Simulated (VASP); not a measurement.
Input:

```
InSb
1.0
    0.00000     3.27881     3.27881
    3.27881     0.00000     3.27881
    3.27881     3.27881     0.00000
In Sb
1 1
Direct
  0.00000   0.00000   0.00000
  0.25000   0.25000   0.25000
```

Computed with r2SCAN meta-GGA, VASP's PBE PAW potentials (set 64) (plane waves; VASP). Settings: 520 eV cut-off, 11×11×11 Γ-centred mesh, tetrahedra with Blöchl corrections, potentials In_d Sb.

Unless said otherwise, spin-orbit coupling is left out, though it shifts the bands of the heavy elements here.

Problem. Give the energies of bands 7 to 12 at the high-symmetry points, in eV from the valence-band maximum.

Solution. 
```csv
band,Γ,X,U,L,W
7,0.00,-5.91,-5.78,-5.60,-5.80
8,0.00,-2.24,-3.07,-0.99,-2.82
9,0.00,-2.24,-1.89,-0.99,-2.68
10,0.02,1.57,1.88,0.77,3.70
11,3.22,1.63,3.95,4.09,4.24
12,3.22,8.52,6.61,4.09,4.57
```

The gap is direct, 0.02 eV, from the valence maximum at Γ to the conduction minimum at Γ.

The compound is InSb in the zinc blende structure. It was relaxed first.
